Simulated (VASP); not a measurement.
Level of theory: r2SCAN meta-GGA, VASP's PBE PAW potentials (set 64) (plane waves; VASP).

Input for VASP

File POSCAR:
```
Na
1
   -2.1300000000     2.1300000000     2.1300000000
    2.1300000000    -2.1300000000     2.1300000000
    2.1300000000     2.1300000000    -2.1300000000
Na
1
Direct
  0.0000000000   0.0000000000   0.0000000000
```

### INCAR
```
# general
SYSTEM  = Na
PREC    = Accurate
ENCUT   = 520
LREAL   = F
LASPH   = T

# electronic loop
EDIFF   = 1E-6
NELM    = 100
ALGO    = Normal
LMIXTAU = T

# smearing
ISMEAR  = 1
SIGMA   = 0.1

# functional
METAGGA = R2SCAN

# ions
IBRION  = 2
NSW     = 60
ISIF    = 3
EDIFFG  = -0.01

# output
LWAVE   = F
LCHARG  = F
```

**KPOINTS**
```
K-points
0
G
11 11 11
```

POTCAR, in this order: Na_pv (PBE.64 set). Program: vasp_std.

### Question
What will the output report for the number of irreducible k-points (NKPTS), largest plane-wave count, number of space-group operations, FFT grid (NGX, NGY, NGZ)?

### Answer

The number of irreducible k-points (NKPTS) is 56 and the largest plane-wave count comes out as 1055. The number of space-group operations comes out as 48 and the FFT grid (NGX, NGY, NGZ) is 28 × 28 × 28.

The compound is Na in the bcc structure. This run relaxes it. Symmetry was kept, so distortions that lower it aren't found.
